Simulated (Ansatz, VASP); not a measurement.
# Cross-check of InSe between VASP and Ansatz, part 2 of 3

Aim: how closely do two programs agree when they are given the same cell, functional and k mesh? Of the first pair: The cell is taken from a series of runs on this material, whose earlier steps may have relaxed, scaled, displaced or heated it; both programs get it as it stands.

VASP 6.6.1 and Ansatz 0.2.0.

So far: Starting point; Ansatz: relaxation of cell and atoms, LDA.

### 3. VASP: relaxation of cell and atoms, LDA

Level of this step: LDA; plane waves and PAW (Se, In_d) (VASP).

The same cell, functional (in two slightly different forms), mesh and smearing now go to VASP, with its own data sets.

Lines of VASP's logs that name or quote its potential files are left out, and so is its time.

INCAR reads:

```
SYSTEM = InSe
PREC = Accurate
ENCUT = 500
EDIFF = 1E-07
NELM = 120
ISMEAR = 0
SIGMA = 0.01
LREAL = .FALSE.
ALGO = Normal
GGA = PW92
NBANDS = 25
LORBIT = 11
LWAVE = .FALSE.
LCHARG = .FALSE.
ISIF = 3
IBRION = 2
NSW = 80
EDIFFG = -0.005
LASPH = .TRUE.
GGA_COMPAT = .FALSE.
NELMIN = 4
EFERMI = MIDGAP
KPAR = 2
```

POSCAR reads:

```
InSe
1.0
    1.9864100000      1.1468540000      8.1333060000
   -1.9864100000      1.1468540000      8.1333060000
    0.0000000000     -2.2937090000      8.1333060000
Se In
2 2
Direct
    0.3858131149      0.3858131149      0.3858129467
    0.1695549701      0.1695549701      0.1695548019
    0.0005129267      0.0005129267      0.0005127585
    0.8881193112      0.8881193112      0.8881191430
```

KPOINTS reads:

```
Automatic mesh
0
Gamma
12 12 12
0 0 0
```

The projector-augmented-wave data sets are Se and In_d (LDA family, release 64).

On the command line:

```
$ mpirun -np 2 vasp_std
```

Numbers of over 12 decimals in the logs are rounded to 6 here.

What it wrote:

```text
[banner, memory and clock lines left out]
running    2 mpi-ranks, on    1 nodes
 distrk:  each k-point on    1 cores,    2 groups
 distr:  one band on    1 cores,    1 groups

 POSCAR found type information on POSCAR SeIn
 POSCAR found :  2 types and       4 ions
|                                                                             |
|               ----> ADVICE to this user running VASP <----                  |
|                                                                             |
|     You enforced a specific xc type in the INCAR file but a different       |
|     [... a line on the potential file left out ...]
|     I HOPE YOU KNOW WHAT YOU ARE DOING!                                     |
|                                                                             |

 LDA part: xc-table for (Slater(with rela. corr.)+PW92), standard interpolation
 POSCAR, INCAR and KPOINTS ok, starting setup
 FFT: planning ... GRIDC
 FFT: planning ... GRID_SOFT
 FFT: planning ... GRID
 WAVECAR not read
 entering main loop
       N       E                     dE             d eps       ncg     rms          rms(c)
DAV:   1     0.330338154622E+03    0.33034E+03   -0.17107E+04  9450   0.166E+03
DAV:   2     0.205565550986E+02   -0.30978E+03   -0.30321E+03  9649   0.399E+02
DAV:   3    -0.156159225154E+02   -0.36172E+02   -0.35451E+02 12294   0.149E+02
DAV:   4    -0.170931570629E+02   -0.14772E+01   -0.14743E+01 10837   0.321E+01
DAV:   5    -0.171600059787E+02   -0.66849E-01   -0.66841E-01 15267   0.642E+00    0.715E+00
DAV:   6    -0.167097405977E+02    0.45027E+00   -0.93185E-01 12852   0.158E+01    0.437E+00
DAV:   7    -0.166660874383E+02    0.43653E-01   -0.34684E-01 12655   0.431E+00    0.109E+00
DAV:   8    -0.166605341698E+02    0.55533E-02   -0.29026E-02 14482   0.199E+00    0.590E-01
DAV:   9    -0.166597036428E+02    0.83053E-03   -0.46570E-03 11192   0.443E-01    0.141E-01
DAV:  10    -0.166597149286E+02   -0.11286E-04   -0.28959E-04 14810   0.138E-01    0.800E-02
DAV:  11    -0.166597265867E+02   -0.11658E-04   -0.58054E-05 12590   0.818E-02    0.175E-02
DAV:  12    -0.166597232436E+02    0.33431E-05   -0.10333E-05 14039   0.348E-02    0.129E-02
DAV:  13    -0.166597235854E+02   -0.34182E-06   -0.18933E-06 12557   0.843E-03    0.746E-03
DAV:  14    -0.166597236464E+02   -0.61020E-07   -0.52274E-07  9888   0.101E-02
   1 F= -.16659724E+02 E0= -.16659724E+02  d E =-.166597E+02
 curvature:   0.00 expect dE= 0.000E+00 dE for cont linesearch  0.000E+00
 trial: gam= 0.00000 g(F)=  0.696E-04 g(S)=  0.265E-03 ort = 0.000E+00 (trialstep = 0.100E+01)
 search vector abs. value=  0.334E-03
 bond charge predicted
       N       E                     dE             d eps       ncg     rms          rms(c)
DAV:   1    -0.166630004580E+02   -0.32769E-02   -0.91059E-02 12118   0.496E+00    0.367E-01
DAV:   2    -0.166602516223E+02    0.27488E-02   -0.77043E-03 12156   0.156E+00    0.129E-01
DAV:   3    -0.166598070948E+02    0.44453E-03   -0.16628E-03 12439   0.683E-01    0.524E-02
DAV:   4    -0.166598008866E+02    0.62082E-05   -0.13667E-04  9841   0.786E-02    0.330E-02
DAV:   5    -0.166597934859E+02    0.74007E-05   -0.10437E-05 14796   0.455E-02    0.310E-02
DAV:   6    -0.166597905777E+02    0.29082E-05   -0.39617E-06 13059   0.210E-02    0.107E-02
DAV:   7    -0.166597906093E+02   -0.31675E-07   -0.10577E-06 13491   0.103E-02    0.528E-03
DAV:   8    -0.166597905917E+02    0.17616E-07   -0.43728E-08  5231   0.174E-03
   2 F= -.16659791E+02 E0= -.16659791E+02  d E =-.669453E-04
 trial-energy change:   -0.000067  1 .order   -0.000064   -0.000334    0.000207
 step:   0.6261(harm=  0.6173)  dis= 0.00072  next Energy=   -16.659829 (dE=-0.106E-03)
 bond charge predicted
       N       E                     dE             d eps       ncg     rms          rms(c)
DAV:   1    -0.166602796102E+02   -0.48900E-03   -0.12669E-02 12126   0.184E+00    0.138E-01
DAV:   2    -0.166598942575E+02    0.38535E-03   -0.10839E-03 12161   0.589E-01    0.482E-02
DAV:   3    -0.166598326810E+02    0.61577E-04   -0.23017E-04 12429   0.254E-01    0.198E-02
DAV:   4    -0.166598317644E+02    0.91659E-06   -0.19104E-05  9815   0.292E-02    0.123E-02
DAV:   5    -0.166598307397E+02    0.10247E-05   -0.14515E-06 14392   0.172E-02    0.115E-02
DAV:   6    -0.166598303337E+02    0.40600E-06   -0.52998E-07  9841   0.799E-03    0.391E-03
DAV:   7    -0.166598303409E+02   -0.72523E-08   -0.18862E-07  6588   0.549E-03
   3 F= -.16659830E+02 E0= -.16659830E+02  d E =-.106694E-03
 curvature:  -0.31 expect dE=-0.130E-05 dE for cont linesearch -0.649E-07
 trial: gam= 0.03771 g(F)=  0.229E-05 g(S)=  0.193E-05 ort =-0.839E-05 (trialstep = 0.925E+00)
 search vector abs. value=  0.407E-05
 reached required accuracy - stopping structural energy minimisation
```

From OUTCAR (step 3):

```text
ion  position               nearest neighbor table
   1  0.386  0.386  0.386-   3 2.62   3 2.62   3 2.62
   2  0.170  0.170  0.170-   4 2.62   4 2.62   4 2.62
   3  0.001  0.001  0.001-   1 2.62   1 2.62   1 2.62   4 2.74
   4  0.888  0.888  0.888-   2 2.62   2 2.62   2 2.62   3 2.74

  LATTYP: Found a trigonal (rhomboedric) cell.
 ALAT       =     8.4505482233
 COS(alpha) =     0.8894909075

 Subroutine GETGRP returns: Found  6 space group operations
 (whereof  6 operations were pure point group operations)

The static configuration has the point symmetry C_3v.

 Found    189 irreducible k-points:

   k-points           NKPTS =    189   k-points in BZ     NKDIM =    189   number of bands    NBANDS=     25

   dimension x,y,z NGX =    64 NGY =   64 NGZ =   64
   dimension x,y,z NGXF=   128 NGYF=  128 NGZF=  128

   ENCUT  =  500.0 eV  36.75 Ry    6.06 a.u.  15.41 15.41 15.41*2*pi/ulx,y,z

   NELECT =      38.0000    total number of electrons

 k-points in reciprocal lattice and weights: Automatic mesh
   0.00000000  0.00000000  0.00000000       0.001
   0.08333333 -0.00000000 -0.00000000       0.003
   0.16666667  0.00000000 -0.00000000       0.003
   0.25000000  0.00000000 -0.00000000       0.003
   0.33333333 -0.00000000 -0.00000000       0.003
   0.41666667  0.00000000 -0.00000000       0.003
   0.50000000  0.00000000 -0.00000000       0.002
   0.08333333  0.08333333 -0.00000000       0.003
   0.16666667  0.08333333 -0.00000000       0.007
[...]
-0.41666667  0.50000000  0.41666667       0.003
   0.50000000  0.50000000  0.50000000       0.001

 average (electrostatic) potential at core
       1 -59.9196       2 -59.9195       3 -96.2528       4 -96.2508

 E-fermi :   4.6277

 k-point     1 :       0.0000    0.0000    0.0000
  band No.  band energies     occupation
    ...
     15       2.7216      2.00000
     16       3.0585      2.00000
     17       3.0585      2.00000
     18       3.2279      2.00000
     19       3.2279      2.00000
     20       6.2274      0.00000
     21       6.4490      0.00000
     22       8.7073      0.00000
     23       8.7073      0.00000
     24       9.5385      0.00000
    ...

 k-point     2 :       0.0833   -0.0000   -0.0000
  band No.  band energies     occupation
    ...
     15       2.3821      2.00000
     16       2.8916      2.00000
     17       2.9567      2.00000
     18       3.1526      2.00000
     19       3.2223      2.00000
     20       6.3941      0.00000
     21       6.8483      0.00000
     22       8.2903      0.00000
     23       8.7819      0.00000
     24       9.4272      0.00000
    ...

 k-point     3 :       0.1667    0.0000   -0.0000
  band No.  band energies     occupation
    ...
     15       1.5582      2.00000
     16       2.6291      2.00000
     17       2.7132      2.00000
     18       2.9445      2.00000
     19       3.3293      2.00000
     20       6.5859      0.00000
     21       7.0569      0.00000
     22       8.0944      0.00000
     23       8.8746      0.00000
     24       8.9516      0.00000
    ...

  Total       -0.0075911     -0.0075911      0.0066898      0.0000000     -0.0000000      0.0000000
  in kB       -0.1091885     -0.1091885      0.0962255      0.0000000     -0.0000000      0.0000000
  external PRESSURE =      -0.0407172 kB  Pullay stress =       0.0000000 kB

  energy-cutoff  :      500.00
  volume of cell :      111.39
      direct lattice vectors                 reciprocal lattice vectors
     1.987671490  1.147582321  8.138734713     0.251550622  0.145232821  0.040956413
    -1.987671490  1.147582321  8.138734713    -0.251550622  0.145232821  0.040956413
     0.000000000 -2.295165644  8.138734713     0.000000000 -0.290465643  0.040956395

 POSITION                                       TOTAL-FORCE (eV/Angst)
 -----------------------------------------------------------------------------------
      0.00000     -0.00000      9.42082         0.000000     -0.000000      0.002118
      0.00000      0.00000      4.13916         0.000000      0.000000     -0.002187
      0.00000      0.00000      0.01216         0.000000     -0.000000      0.004408
      0.00000     -0.00000     21.68487         0.000000      0.000000     -0.004339
 -----------------------------------------------------------------------------------
    total drift:                                0.000000     -0.000599     -0.000166

  FREE ENERGIE OF THE ION-ELECTRON SYSTEM (eV)
  ---------------------------------------------------
  free  energy   TOTEN  =       -16.6598303409 eV

  energy  without entropy=      -16.6598303409  energy(sigma->0) =      -16.65983034

 reached required accuracy - stopping structural energy minimisation

 total charge
# of ion       s       p       d       tot
------------------------------------------
    1        1.480   2.334   0.025   3.839
    2        1.479   2.335   0.026   3.840
    3        0.876   0.705   9.885  11.466
    4        0.876   0.707   9.885  11.468
--------------------------------------------------
tot          4.711   6.081  19.821  30.612

[... 3 further parts left out ...]
```

CONTCAR:

```
InSe
   1.00000000000000
     1.9876714901715700    1.1475823212275966    8.1387347133809183
    -1.9876714901715700    1.1475823212275966    8.1387347133809183
     0.0000000000000000   -2.2951656437577208    8.1387347134750350
  Se              In
     2     2
Direct
     0.3858428013103655    0.3858428013103655    0.3858426331103700
     0.1695252514620722    0.1695252514620722    0.1695250832620611
     0.0004979682554011    0.0004979682554011    0.0004978000554010
     0.8881343018721639    0.8881343018721639    0.8881341336721645
```

The run keeps the 6 symmetry operations of its start, so it cannot find a distortion of lower symmetry.

### 4. Differences

Known differences besides the potentials themselves: the data sets hold 58 valence electrons in Ansatz (on its PAW soft_1 files) and 38 in VASP; the cutoff is 420 eV in Ansatz and 500 eV in VASP; VASP's log shows a relativistic correction to its local exchange, Ansatz's none; Ansatz adds a Pulay correction to the stress that steers its cell, VASP none. Total energies have different zeros and are not compared.

Both answers:

```
                                         quantity  Ansatz    VASP  difference
                                      volume (Å³)  111.14  111.39     -0.22 %
edge a after relaxation, in the typed setting (Å)   8.447   8.456     -0.11 %
```

### 5. Ansatz: relaxation, LDA

The two programs are compared at the cell with which this relaxation starts, whose forces are those of its first step.

The structure compared here is the start of the Ansatz relaxation; VASP solves that cell, so the two are compared at the walk's first step.

input.yaml reads:

```yaml
crystal:
  lattice:
    - [1.92895109, 1.1136804311, 7.7602987946]
    - [-1.92895109, 1.1136804311, 7.7602987946]
    - [0.0, -2.2273608622, 7.7602987946]
  atoms:
    - { symbol: Se, position: [0.3902128131, 0.3902128131, 0.3902128131] }
    - { symbol: Se, position: [0.1652659259, 0.1652659259, 0.1652659259] }
    - { symbol: In, position: [1.0016790334, 0.0016790334, 0.0016790334] }
    - { symbol: In, position: [0.8868422276, 0.8868422276, 0.8868422276] }
kpoints:
  mp_grid: { grid: [12, 12, 12] }
hamiltonian:
  xc: lda
  pseudopotentials: { kind: paw, azcp: { folder: soft_1 }, xc_functional: pbe }
scf:
  occupations: { method: gaussian, width: 0.01 }
output:
  forces: true
  stress: true
  eigenvalues: true
relax:
  adjacent_minimum: "off"
  f_tol: 0.001
  max_steps: 60
  cell: { stress_tol: 0.01, fix: [volume] }
```

On the command line:

```
$ ansatz run input.yaml --threads 4 --pin off --max-ram 16384MiB --backend cpu --events-out ev --progress --plain --runs-dir out
```

What it wrote:

```text
[...]
Crystal: 4 atoms, lattice volume = 100.026 Å³
Basis set: ecut = 420 eV, 1969 PW (Γ), FFT grids on a1−a3, a2−a3, a3
Bands: 35, of which v1, the nominal top of the filled ones, is band 29 counted from 1 (28 counted from 0)
Symmetry: 6 space group operations
[...]
k-points: 189 of 1728 (time reversal used)
[...]
--- Relaxed structure (5 steps of the walk, 4 accepted, 1 SCFs on fresh bases) ---
[...]
cell:  # Å, volume = 100.0257 Å³
    - [1.929050, 1.113738, 7.759501]
    - [-1.929050, 1.113738, 7.759501]
    - [0, -2.227475, 7.759501]
  atoms:
    - { symbol: Se, position: [0.391100, 0.391100, 0.391100] }
    - { symbol: Se, position: [0.164414, 0.164414, 0.164414] }
    - { symbol: In, position: [1.001763, 0.00176342, 0.00176342] }
    - { symbol: In, position: [0.886722, 0.886722, 0.886722] }
[key lines of the parts left out:]
SCF converged after 7 iterations
Free energy (F): -21682.726403 eV
Fermi energy:    9.287933 eV
P = ⅓ Tr σ = 4.7467 GPa (47.467 kbar)
```

### 6. VASP: single point, LDA, start cell, pair 2

The same cell, functional (in two slightly different forms), mesh and smearing now go to VASP, with its own data sets.

INCAR reads:

```
SYSTEM = InSe
PREC = Accurate
ENCUT = 400
EDIFF = 1E-06
NELM = 120
ISMEAR = 0
SIGMA = 0.01
LREAL = .FALSE.
ALGO = Normal
GGA = PW92
NBANDS = 25
LORBIT = 11
LWAVE = .FALSE.
LCHARG = .FALSE.
ISIF = 2
LASPH = .TRUE.
GGA_COMPAT = .FALSE.
EFERMI = MIDGAP
KPAR = 2
```

POSCAR reads:

```
InSe
1.0
    1.9289510000      1.1136800000      7.7602990000
   -1.9289510000      1.1136800000      7.7602990000
    0.0000000000     -2.2273610000      7.7602990000
Se In
2 2
Direct
    0.3902128582      0.3902128582      0.3902126830
    0.1652659844      0.1652659844      0.1652658092
    0.0016790745      0.0016790745      0.0016788993
    0.8868422621      0.8868422621      0.8868420869
```

KPOINTS is that of step 3.

On the command line:

```
$ mpirun -np 2 vasp_std
```

What it wrote:

```text
[banner, memory and clock lines left out]
running    2 mpi-ranks, on    1 nodes
[...]
[... a notice as in an earlier step ...]

 LDA part: xc-table for (Slater(with rela. corr.)+PW92), standard interpolation
 POSCAR, INCAR and KPOINTS ok, starting setup
[...]
entering main loop
       N       E                     dE             d eps       ncg     rms          rms(c)
DAV:   1     0.309915849558E+03    0.30992E+03   -0.15281E+04  9458   0.148E+03
DAV:   2     0.165338144746E+02   -0.29338E+03   -0.28726E+03  9788   0.372E+02
DAV:   3    -0.157242876590E+02   -0.32258E+02   -0.31545E+02 12136   0.141E+02
DAV:   4    -0.169477646952E+02   -0.12235E+01   -0.12213E+01 11021   0.291E+01
[...]
DAV:  11    -0.165044881602E+02   -0.10895E-04   -0.85106E-05 12208   0.869E-02    0.195E-02
DAV:  12    -0.165044839588E+02    0.42014E-05   -0.13237E-05 13068   0.353E-02    0.163E-02
DAV:  13    -0.165044842880E+02   -0.32921E-06   -0.20625E-06  8123   0.907E-03
   1 F= -.16504484E+02 E0= -.16504484E+02  d E =0.000000E+00
```

Parts of OUTCAR (step 6):

```text
  Total        3.3338738      3.3338735      3.4082962      0.0000000     -0.0000001      0.0000000
  in kB       53.4008639     53.4008596     54.5929375      0.0000000     -0.0000023      0.0000000
  external PRESSURE =      53.7982203 kB  Pullay stress =       0.0000000 kB

 POSITION                                       TOTAL-FORCE (eV/Angst)
 -----------------------------------------------------------------------------------
      0.00000      0.00000      9.08450         0.000000     -0.000000      0.195258
      0.00000      0.00000      3.84754         0.000000      0.000000     -0.191732
      0.00000      0.00000      0.03909         0.000000      0.000000     -0.103420
      0.00000     -0.00000     20.64648         0.000000     -0.000000      0.099893
 -----------------------------------------------------------------------------------
    total drift:                                0.000000     -0.000594      0.000178

  FREE ENERGIE OF THE ION-ELECTRON SYSTEM (eV)
  ---------------------------------------------------
  free  energy   TOTEN  =       -16.5044842880 eV

  energy  without entropy=      -16.5044842880  energy(sigma->0) =      -16.50448429

[... 1 part as in an earlier step ...]

[... 2 further parts left out ...]
[key lines of the parts left out:]
E-fermi :   5.9626
```

The run ends at a pressure of 5.38 GPa, with forces up to 0.20 eV/Å.

### 7. Comparison

What differs besides the data sets and the points named for the pairs above, as far as they apply: the data sets hold 58 valence electrons in Ansatz (on its PAW soft_1 files) and 38 in VASP; the cutoff is 420 eV in Ansatz and 400 eV in VASP. Total energies have different zeros and are not compared.

Forces (eV/Å; atoms numbered as in POSCAR):

```csv
atom,"Ansatz x, y, z","VASP x, y, z"
Se1,"0.000, 0.000, 0.169","0.000, 0.000, 0.195"
Se2,"0.000, 0.000, -0.166","0.000, 0.000, -0.192"
In3,"0.000, 0.000, -0.089","0.000, 0.000, -0.103"
In4,"0.000, 0.000, 0.086","0.000, 0.000, 0.100"
```

The forces differ by 12 meV/Å r.m.s., which is 13.5 % of the r.m.s. force of 0.089 eV/Å (both taken over all components).

### 8. Other set-ups

Further runs change the set-up of one program: Ansatz's method, potentials or start, or VASP's data sets, cutoff or form of LDA. The table gives that difference for each run.

```csv
run,r.m.s. force difference (meV/Å)
as above,12
VASP with the data sets Se and In_sv_GW and a cutoff of 520 eV,14
```

(Part 2 of 3 ends here.)

[Lines on the potential files, build, host, timing and source positions are cut from VASP's logs without a mark.]

[Logs are printed without paths, hosts, clocks, repeated set-up lines and the standing remarks that a program may print on its own settings, such as how far it seeks lower states.]

[Hosts, paths, dates, database ids (printed as entryN), source tags and the programs' standing remarks are cut or masked in the printed files.]
